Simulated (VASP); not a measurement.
Output of a VASP run:

File OUTCAR:
```
 ion  position               nearest neighbor table
   1  0.667  0.333  0.750-   2 2.48   2 2.48   2 2.48   2 2.48   2 2.48   2 2.48
   2  0.333  0.667  0.250-   1 2.48   1 2.48   1 2.48   1 2.48   1 2.48   1 2.48
  LATTYP: Found a hexagonal cell.
 ALAT       =     2.4922663286
 C/A-ratio  =     1.6163177016
 Subroutine PRICEL returns:
 Original cell was already a primitive cell.
 Subroutine GETGRP returns: Found 24 space group operations
The static configuration has the point symmetry D_3d.
 The point group associated with its full space group is D_6h.
The dynamic configuration has the point symmetry D_3d.
The overall configuration has the point symmetry D_3d.
 Subroutine INISYM returns: Found 24 space group operations
 Subroutine IBZKPT returns following result:
 Found    135 irreducible k-points:

 Following reciprocal coordinates:
            Coordinates               Weight
  0.000000  0.000000  0.000000      1.000000
  0.066667  0.000000  0.000000      6.000000
  0.133333  0.000000  0.000000      6.000000
  0.200000 -0.000000  0.000000      6.000000
  0.266667  0.000000  0.000000      6.000000
  0.333333  0.000000  0.000000      6.000000
  0.400000 -0.000000  0.000000      6.000000
  0.466667  0.000000  0.000000      6.000000
  0.066667  0.066667  0.000000      6.000000
  0.133333  0.066667  0.000000     12.000000
  0.200000  0.066667  0.000000     12.000000
  0.266667  0.066667  0.000000     12.000000
  0.333333  0.066667  0.000000     12.000000
  0.400000  0.066667  0.000000     12.000000
  0.466667  0.066667  0.000000      6.000000
  0.133333  0.133333  0.000000      6.000000
  0.200000  0.133333  0.000000     12.000000
  0.266667  0.133333  0.000000     12.000000
  0.333333  0.133333  0.000000     12.000000
  0.400000  0.133333  0.000000     12.000000
  0.200000  0.200000  0.000000      6.000000
  0.266667  0.200000  0.000000     12.000000
  0.333333  0.200000  0.000000     12.000000
  0.400000  0.200000  0.000000      6.000000
  0.266667  0.266667  0.000000      6.000000
  0.333333  0.266667  0.000000     12.000000
  0.333333  0.333333  0.000000      2.000000
  0.000000  0.000000  0.125000      2.000000
  0.066667  0.000000  0.125000     12.000000
  0.133333  0.000000  0.125000     12.000000
  0.200000 -0.000000  0.125000     12.000000
  0.266667  0.000000  0.125000     12.000000
  0.333333  0.000000  0.125000     12.000000
  0.400000 -0.000000  0.125000     12.000000
  0.466667  0.000000  0.125000     12.000000
  0.066667  0.066667  0.125000     12.000000
  0.133333  0.066667  0.125000     24.000000
  0.200000  0.066667  0.125000     24.000000
  0.266667  0.066667  0.125000     24.000000
  0.333333  0.066667  0.125000     24.000000
   k-points           NKPTS =    135   k-points in BZ     NKDIM =    135   number of bands    NBANDS=     15
   number of dos      NEDOS =    301   number of ions     NIONS =      2
   total plane-waves  NPLWV =   9720
   dimension x,y,z NGX =    18 NGY =   18 NGZ =   30
   dimension x,y,z NGXF=    36 NGYF=   36 NGZF=   60
   ions per type =               2
   PREC   = accura    normal or accurate (medium, high low for compatibility)
   ISTART =      0    job   : 0-new  1-cont  2-samecut
   ICHARG =      2    charge: 1-file 2-atom 10-const
   ISPIN  =      2    spin polarized calculation?
   LNONCOLLINEAR =      F non collinear calculations
   LSORBIT =      F    spin-orbit coupling
   INIWAV =      1    electr: 0-lowe 1-rand  2-diag
   ENCUT  =  480.0 eV  35.28 Ry    5.94 a.u.   4.45  4.45  7.20*2*pi/ulx,y,z
   NELM   =    100;   NELMIN=  2; NELMDL= -5     # of ELM steps
   EDIFF  = 0.1E-05   stopping-criterion for ELM
   LREAL  =      F    real-space projection
   NLSPLINE    = F    spline interpolate recip. space projectors
   LMAXMIX     =    4 max onsite mixed and CHGCAR
   VOSKOWN=      0    Vosko Wilk Nusair interpolation
   EDIFFG = -.1E-01   stopping-criterion for IOM
...
```

### OSZICAR
```
       N       E                     dE             d eps       ncg     rms          rms(c)
DAV:   1     0.771351837492E+02    0.77135E+02   -0.79466E+03  8276   0.150E+03
DAV:   2    -0.140920509762E+02   -0.91227E+02   -0.84108E+02  8114   0.250E+02
DAV:   3    -0.161649210973E+02   -0.20729E+01   -0.20161E+01  9794   0.533E+01
DAV:   4    -0.161970827692E+02   -0.32162E-01   -0.32154E-01 11697   0.504E+00
DAV:   5    -0.161973104240E+02   -0.22765E-03   -0.22765E-03 10051   0.409E-01    0.148E+01
DAV:   6    -0.145089872185E+02    0.16883E+01   -0.13737E+01  8660   0.754E+01    0.733E+00
DAV:   7    -0.141039338876E+02    0.40505E+00   -0.19178E+00  9052   0.273E+01    0.385E+00
DAV:   8    -0.140883998610E+02    0.15534E-01   -0.22029E-02 11048   0.169E+00    0.190E+00
DAV:   9    -0.140726373327E+02    0.15763E-01   -0.57007E-03 11956   0.132E+00    0.627E-01
DAV:  10    -0.140731831032E+02   -0.54577E-03   -0.16552E-03 11118   0.602E-01    0.141E-01
DAV:  11    -0.140731170112E+02    0.66092E-04   -0.69428E-05 11125   0.116E-01    0.278E-02
DAV:  12    -0.140731134129E+02    0.35983E-05   -0.53179E-06  9000   0.246E-02    0.154E-02
DAV:  13    -0.140731127324E+02    0.68049E-06   -0.20410E-06  6387   0.226E-02
   1 F= -.14073113E+02 E0= -.14073200E+02  d E =-.140731E+02  mag=     3.2468
```

OUTCAR:
```
------------------------ aborting loop because EDIFF is reached ----------------------------------------
  FORCE on cell =-STRESS in cart. coord.  units (eV):
  Direction    XX          YY          ZZ          XY          YZ          ZX
  --------------------------------------------------------------------------------------
  Total        0.0000601      0.0000601     -0.0124543      0.0000000     -0.0000000      0.0000000
  in kB        0.0044436      0.0044436     -0.9208518      0.0000000     -0.0000000      0.0000000
  external PRESSURE =      -0.3039882 kB  Pullay stress =       0.0000000 kB
  volume of cell :       21.67
      direct lattice vectors                 reciprocal lattice vectors
     2.492266329  0.000000000  0.000000000     0.401241227  0.231656706  0.000000000
    -1.246133164  2.158366185  0.000000000     0.000000000  0.463313411  0.000000000
     0.000000000  0.000000000  4.028294184     0.000000000  0.000000000  0.248244034
 POSITION                                       TOTAL-FORCE (eV/Angst)
 -----------------------------------------------------------------------------------
      1.24613      0.71945      3.02122         0.000000     -0.000000      0.000000
     -0.00000      1.43891      1.00707        -0.000000      0.000000      0.000000
 -----------------------------------------------------------------------------------
    total drift:                               -0.000000      0.000000     -0.000028
  FREE ENERGIE OF THE ION-ELECTRON SYSTEM (eV)
  ---------------------------------------------------
  free  energy   TOTEN  =       -14.0731127324 eV

  energy  without entropy=      -14.0733760043  energy(sigma->0) =      -14.07320049

 total charge

# of ion       s       p       d       tot
------------------------------------------
    1        0.490   0.522   7.263   8.276
    2        0.490   0.522   7.263   8.276
--------------------------------------------------
tot          0.980   1.045  14.527  16.551

 magnetization (x)

# of ion       s       p       d       tot
------------------------------------------
    1       -0.014  -0.053   1.710   1.642
    2       -0.014  -0.053   1.710   1.642
--------------------------------------------------
tot         -0.028  -0.106   3.419   3.285

 reached required accuracy - stopping structural energy minimisation
```
(Selected blocks of OUTCAR.)

**POSCAR**
```
Co
1
    2.4922663286     0.0000000000     0.0000000000
   -1.2461331643     2.1583661850    -0.0000000000
   -0.0000000000     0.0000000000     4.0282941841
Co
2
Direct
  0.6666670000   0.3333330000   0.7500000000
  0.3333330000   0.6666670000   0.2500000000
```

Task: Reconstruct the remaining input files.

Result: Several could match; the one computed here: the input of the run itself, PBE GGA, plane waves, VASP's PBE PAW potentials (set 64).

INCAR:
```
LREAL  =  .False.
ALGO  =  Normal
LWAVE  =  .False.
EDIFFG  =  -0.01
SYSTEM  =  Co
IBRION  =  2   ! conjugate gradients
SIGMA  =  0.1   ! width (eV)
LCHARG  =  .False.
NELM  =  100
ISPIN  =  2
ENCUT  =  480   ! plane-wave cut-off (eV)
NSW  =  60   ! most ionic steps
ISIF  =  3   ! ions, shape and volume
PREC  =  Accurate
LMAXMIX  =  4   ! l cut-off of mixed one-centre charges
MAGMOM  =  2*1.6
GGA  =  PE
LASPH  =  .True.   ! aspherical one-centre terms
ISMEAR  =  1   ! Methfessel-Paxton
EDIFF  =  1E-6   ! SCF stop (eV)
LORBIT  =  10
```

**KPOINTS**
```
Automatic
0
gamma
 15 15 8
0 0 0
```

POTCAR, in this order: Co (PBE.64 set). Program: vasp_std.

The compound is Co in the hcp structure. It was relaxed first. The start is the result of an earlier pass.
